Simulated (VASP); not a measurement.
VASP runs on SiS₂ (space group Ibam) share one base input (PBE GGA, plane waves, VASP's PBE PAW potentials (set 64)) and change the settings named in each case.

**INCAR**
```
! general
SYSTEM = SiS2
PREC   = Accurate
ENCUT  = 300   ! plane-wave cut-off (eV)
LREAL  = .FALSE.
LASPH  = .TRUE.   ! aspherical one-centre terms

! electronic loop
EDIFF  = 1E-6   ! SCF stop (eV)
NELM   = 100   ! most electronic steps
ALGO   = Normal   ! blocked Davidson

! smearing
ISMEAR = -1   ! Fermi-Dirac
SIGMA  = 0.01   ! width (eV)

! functional
GGA    = PE   ! PBE

! ions
ISIF   = 2   ! forces and stress, cell fixed

! output
LWAVE  = .FALSE.
LCHARG = .FALSE.
```

File KPOINTS:
```
Regular mesh
0
gamma
 4 4 4
```

**POSCAR**
```
SiS2
6.4797530
 -0.4541119083   0.7756988577   0.4382620757
  0.4541119083  -0.7756988577   0.4382620757
  0.4541119083   0.7756988577  -0.4382620757
Si S
2 4
Cartesian
  0.0000000000   0.0000000000   0.6573931136
  0.0000000000   0.0000000000   0.2191310379
  0.2711593027   0.5969002710   0.4382620757
  0.1829526056   0.1787985867   0.0000000000
  0.2711593027   0.9544974443  -0.0000000000
  0.1829526056  -0.1787985867   0.4382620757
```

POTCAR, in this order: Si S (PBE.64 set). Program: vasp_std.

| change | E(σ→0) (eV/atom) | pressure (GPa) | largest force (eV/Å) | gap on the mesh (eV) | −TS (eV) |
|---|---|---|---|---|---|
| base run | -5.2171 | -2.60 | 0.723 | 2.80 | 0.0000 |
| EDIFF = 1E-09, ENCUT = 420, KPOINTS 6×6×6 Γ-centred mesh | -5.2227 | [?] | [?] | [?] | 0.0000 |
| ENCUT = 180, KPOINTS 6×6×6 Γ-centred mesh | -5.1806 | -7.36 | 0.649 | 2.80 | 0.0000 |
| EDIFF = 1E-04, ENCUT = 210, GGA removed, SIGMA = 0.5, POTCAR Si S (LDA.64 set) | -5.6278 | -7.15 | 0.822 | 2.67 | -0.5224 |
| ENCUT = 240, SIGMA = 0.136, KPOINTS 2×2×2 Γ-centred mesh | -5.1943 | -3.51 | 0.643 | 2.82 | 0.0000 |
| EDIFF = 1E-03, ENCUT = 150, GGA removed, KPOINTS 2×2×2 Γ-centred mesh shifted by (0.5, 0.5, 0.5), POTCAR Si S (LDA.64 set) | -5.6497 | -14.51 | 0.474 | 3.06 | 0.0000 |
| AEXX = 0.2, AGGAC = 0.81, AGGAX = 0.72, ALDAC = 0.19, GGA = B3, HFRCUT = -1, ISYM = 3, LHFCALC = .TRUE., PRECFOCK = Fast | -6.0443 | [?] | [?] | [?] | 0.0000 |
| AEXX = 0.25, HFSCREEN = 0.2, ISYM = 3, LHFCALC = .TRUE., PRECFOCK = Fast | -6.3078 | -4.41 | 1.227 | 3.96 | 0.0000 |

Q: Fill in the missing entries.

A: 
- AEXX = 0.2, AGGAC = 0.81, AGGAX = 0.72, ALDAC = 0.19, GGA = B3, HFRCUT = -1, ISYM = 3, LHFCALC = .TRUE., PRECFOCK = Fast, pressure (GPa): -2.70
- AEXX = 0.2, AGGAC = 0.81, AGGAX = 0.72, ALDAC = 0.19, GGA = B3, HFRCUT = -1, ISYM = 3, LHFCALC = .TRUE., PRECFOCK = Fast, largest force (eV/Å): 0.989
- AEXX = 0.2, AGGAC = 0.81, AGGAX = 0.72, ALDAC = 0.19, GGA = B3, HFRCUT = -1, ISYM = 3, LHFCALC = .TRUE., PRECFOCK = Fast, gap on the mesh (eV): 4.25
- EDIFF = 1E-09, ENCUT = 420, KPOINTS 6×6×6 Γ-centred mesh, pressure (GPa): -2.42
- EDIFF = 1E-09, ENCUT = 420, KPOINTS 6×6×6 Γ-centred mesh, largest force (eV/Å): 0.744
- EDIFF = 1E-09, ENCUT = 420, KPOINTS 6×6×6 Γ-centred mesh, gap on the mesh (eV): 2.81

Energies of different potentials or functionals have different zeros.

Left out are runs that ran out of time, are held back, or changed the cell or the kind of run, fixed moments of cells without a moment, rows past the twelfth, gaps on odd meshes, pressures of charged cells and columns that move by less than the noise.

The structure comes from a computed database's SiS2 entry; how it stands against other phases isn't given here. The cell was not relaxed at this level, forces remain on its atoms, its lattice was scaled by up to 2.5 %.
